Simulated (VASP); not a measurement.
Data:

```yaml
crystal:
  lattice:
    - [0.00000, 2.55920, 2.55920]
    - [2.55920, 0.00000, 2.55920]
    - [2.55920, 2.55920, 0.00000]
  atoms:
    - { symbol: Zr, position: [0.00000, 0.00000, 0.00000] }
    - { symbol: O, position: [0.25000, 0.25000, 0.25000] }
    - { symbol: O, position: [0.75000, 0.75000, 0.75000] }
```

Computed with PBE0 hybrid, VASP's PBE PAW potentials (set 64) (plane waves; VASP). Run with 520 eV cut-off, 6×6×6 Γ-centred mesh, Gaussian smearing of 0.050 eV, potentials Zr_sv O.

Give the stress tensor in GPa (positive for a compressed cell).

```
-6.58   0.00   0.00
 0.00  -6.58   0.00
 0.00   0.00  -6.58
```
The pressure is its mean diagonal, -6.58 GPa.

The compound is ZrO2 in the fluorite structure, the high-temperature cubic form, which is unstable at 0 K; the monoclinic form is the stable one. It was relaxed first. The cell's shape comes from a PBE relaxation.
